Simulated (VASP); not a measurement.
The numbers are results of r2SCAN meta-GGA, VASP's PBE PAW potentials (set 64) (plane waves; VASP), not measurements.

Input for VASP

**KPOINTS**
```
Automatic mesh
0
Gamma
9 9 5
0 0 0
```

### POSCAR
```
HfO2
1.0
  3.2191063133   0.0000000000   0.0000000000
 -1.6095531567   2.7878280402   0.0000000000
  0.0000000000   0.0000000000   4.7336746379
Hf O
1 2
Cartesian
  3.2191063133   0.0000000000   0.0000000000
 -0.0000016096   1.8585529561   0.9545170243
  1.6095547662   0.9292750841   3.7791576136
```

**KPOINTS_OPT**
```
k-points along high-symmetry lines
6
Line-mode
Reciprocal
  0.000000   0.000000   0.000000 ! GAMMA
  0.500000   0.000000   0.000000 ! M

  0.500000   0.000000   0.000000 ! M
  0.333333   0.333333   0.000000 ! K

  0.333333   0.333333   0.000000 ! K
  0.000000   0.000000   0.000000 ! GAMMA

  0.000000   0.000000   0.000000 ! GAMMA
  0.000000   0.000000   0.500000 ! A

  0.000000   0.000000   0.500000 ! A
  0.500000   0.000000   0.500000 ! L

  0.500000   0.000000   0.500000 ! L
  0.333333   0.333333   0.500000 ! H

  0.333333   0.333333   0.500000 ! H
  0.000000   0.000000   0.500000 ! A

  0.500000   0.000000   0.500000 ! L
  0.500000   0.000000   0.000000 ! M

  0.333333   0.333333   0.500000 ! H
  0.333333   0.333333   0.000000 ! K
```

### INCAR
```
SYSTEM = HfO2
PREC = Accurate; ENCUT = 520; LREAL = F
LASPH = T
EDIFF = 1E-7; NELM = 100; ALGO = Normal
LMAXMIX = 6; LMIXTAU = T
ISMEAR = -5
METAGGA = R2SCAN
ISIF = 2
LWAVE = F; LCHARG = F; LORBIT = 11
NEDOS = 601
LEFG = T
```

POTCAR, in this order: Hf_pv O (PBE.64 set). Program: vasp_std.

Output

OSZICAR:
```
       N       E                     dE             d eps       ncg     rms          rms(c)
DAV:   1     0.655983160551E+02    0.65598E+02   -0.13023E+04  1508   0.143E+03
DAV:   2    -0.749608925388E+02   -0.14056E+03   -0.13922E+03  1934   0.323E+02
DAV:   3    -0.798084618215E+02   -0.48476E+01   -0.48398E+01  1976   0.608E+01
DAV:   4    -0.798451405344E+02   -0.36679E-01   -0.36676E-01  1836   0.564E+00
DAV:   5    -0.798456763284E+02   -0.53579E-03   -0.53578E-03  2053   0.612E-01    0.632E+01
DAV:   6    -0.690549643591E+02    0.10791E+02   -0.20459E+01  1815   0.324E+01    0.500E+01
DAV:   7    -0.680082504265E+02    0.10467E+01   -0.14917E+00  1997   0.124E+01    0.192E+01
DAV:   8    -0.703314216456E+02   -0.23232E+01   -0.14780E+00  1647   0.118E+01    0.417E+00
DAV:   9    -0.670200693998E+02    0.33114E+01   -0.11386E+00  1542   0.909E+00    0.346E+00
DAV:  10    -0.678502937708E+02   -0.83022E+00   -0.39829E-01  1717   0.614E+00    0.121E+00
DAV:  11    -0.678714994614E+02   -0.21206E-01   -0.73327E-03  2025   0.943E-01    0.426E-01
DAV:  12    -0.679094615501E+02   -0.37962E-01   -0.79968E-03  1668   0.115E+00    0.417E-01
DAV:  13    -0.679278641572E+02   -0.18403E-01   -0.73266E-03  1906   0.926E-01    0.967E-02
DAV:  14    -0.679288689795E+02   -0.10048E-02   -0.89897E-04  1850   0.363E-01    0.608E-02
DAV:  15    -0.679286185204E+02    0.25046E-03   -0.31725E-05  1997   0.662E-02    0.533E-02
DAV:  16    -0.679294963594E+02   -0.87784E-03   -0.23547E-04  1710   0.187E-01    0.428E-02
DAV:  17    -0.679292932338E+02    0.20313E-03   -0.49855E-05  1668   0.843E-02    0.978E-03
DAV:  18    -0.679295046379E+02   -0.21140E-03   -0.57983E-05  1626   0.875E-02    0.329E-02
DAV:  19    -0.679294947765E+02    0.98614E-05   -0.26767E-06  2123   0.198E-02    0.174E-02
DAV:  20    -0.679294972335E+02   -0.24570E-05   -0.61015E-07  1864   0.795E-03    0.236E-03
DAV:  21    -0.679294957039E+02    0.15296E-05   -0.73386E-07  1647   0.901E-03    0.218E-03
DAV:  22    -0.679294967774E+02   -0.10735E-05   -0.10334E-07  1597   0.274E-03    0.647E-04
DAV:  23    -0.679294962508E+02    0.52663E-06   -0.33839E-08  1065   0.183E-03    0.751E-04
DAV:  24    -0.679294960986E+02    0.15221E-06   -0.75740E-09   827   0.923E-04    0.692E-04
DAV:  25    -0.679294962292E+02   -0.13062E-06   -0.20014E-09   841   0.543E-04    0.270E-04
DAV:  26    -0.679294963466E+02   -0.11737E-06   -0.66146E-10   806   0.258E-04    0.213E-05
DAV:  27    -0.679294963364E+02    0.10159E-07   -0.13623E-10   820   0.127E-04
   1 F= -.67929496E+02 E0= -.67929496E+02  d E =0.000000E+00
       N       E                     dE             ncg
       N       E                     dE             ncg
```

**OUTCAR**
```
------------------------ aborting loop because EDIFF is reached ----------------------------------------
  FORCE on cell =-STRESS in cart. coord.  units (eV):
  Direction    XX          YY          ZZ          XY          YZ          ZX
  --------------------------------------------------------------------------------------
  Total        0.0000880      0.0000880      0.0151591     -0.0000000      0.0000000      0.0000000
  in kB        0.0033182      0.0033182      0.5717197     -0.0000000      0.0000000      0.0000000
  external PRESSURE =       0.1927853 kB  Pullay stress =       0.0000000 kB
  volume of cell :       42.48
      direct lattice vectors                 reciprocal lattice vectors
     3.219106313  0.000000000  0.000000000     0.310645223  0.179351091  0.000000000
    -1.609553157  2.787828040  0.000000000     0.000000000  0.358702182  0.000000000
     0.000000000  0.000000000  4.733674638     0.000000000  0.000000000  0.211252373
 POSITION                                       TOTAL-FORCE (eV/Angst)
 -----------------------------------------------------------------------------------
      0.00000      0.00000      0.00000         0.000000      0.000000      0.000000
     -0.00000      1.85855      0.95452         0.000000      0.000000     -0.018422
      1.60955      0.92928      3.77916        -0.000000     -0.000000      0.018422
 -----------------------------------------------------------------------------------
    total drift:                               -0.000000      0.000000      0.000000
  FREE ENERGIE OF THE ION-ELECTRON SYSTEM (eV)
  ---------------------------------------------------
  free  energy   TOTEN  =       -67.9294963364 eV

  energy  without entropy=      -67.9294963364  energy(sigma->0) =      -67.92949634

 total charge

# of ion       s       p       d       tot
------------------------------------------
    1        0.325   6.693   1.478   8.497
    2        1.570   3.544   0.000   5.114
    3        1.570   3.544   0.000   5.114
--------------------------------------------------
tot          3.464  13.781   1.478  18.724

 Electric field gradients after diagonalization (V/A^2)
 (convention: |V_zz| > |V_xx| > |V_yy|)
----------------------------------------------------------------------
 ion       V_xx      V_yy      V_zz     asymmetry (V_yy - V_xx)/ V_zz
----------------------------------------------------------------------
   1    -147.704  -147.700   295.404       0.000
   2       1.798     1.791    -3.588       0.002
   3       1.798     1.791    -3.588       0.002
```
(Selected blocks of OUTCAR.)

The structure was generated: HfO2 was put into the CdI2 type (P-3m1), which need not be its known phase. It was relaxed first, which changed the volume by +14 %.
